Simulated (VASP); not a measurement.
Here is the system:

```xyz
3
Lattice="1.8733 -3.2446 0.0000 1.8733 3.2446 0.0000 0.0000 0.0000 6.2903" Properties=species:S:1:pos:R:3 pbc="T T T"
Zr     0.0000     0.0000     0.0000
S      1.8733     1.0815     1.4732
S      1.8733    -1.0815     4.8171
```

Computed with MS2 meta-GGA, VASP's PBE PAW potentials (set 64) (plane waves; VASP 6.6.1). Run with 520 eV cut-off, 7×7×4 Γ-centred mesh, Gaussian smearing of 0.050 eV, potentials Zr_sv S.

Q: The ions and cell shape at fixed volume are relaxed. What does this cell relax into?

A: 
```xyz
3
Lattice="1.8416 -3.1898 0.0000 1.8416 3.1898 0.0000 0.0000 0.0000 6.5086" Properties=species:S:1:pos:R:3 pbc="T T T"
Zr     0.0000     0.0000     0.0000
S      1.8416     1.0633     1.4422
S      1.8416    -1.0633     5.0664
```
Space group P-3m1 (164), at a tolerance of 0.03 Å.

Q: How much energy does the relaxation gain?

A: The energy (σ→0) changes by -20.8 meV/atom, in 7 ionic steps.

```tsv
step	E(σ→0) (eV)	max force (eV/Å)	pressure (GPa)	volume (Å³)
1	-30.8250	0.664	-4.76	76.47
2	-30.8601	0.352	-3.22	76.47
3	-30.8765	0.039	-1.27	76.47
4	-30.8850	0.011	-0.81	76.47
5	-30.8874	0.018	-0.40	76.47
6	-30.8874	0.017	-0.41	76.47
7	-30.8874	0.004	-0.35	76.47
```

The compound is ZrS2 in the 1T layered structure. This cell is one point of a volume scan, at 1.06 of the reference volume. Symmetry was kept, so distortions that lower it aren't found.
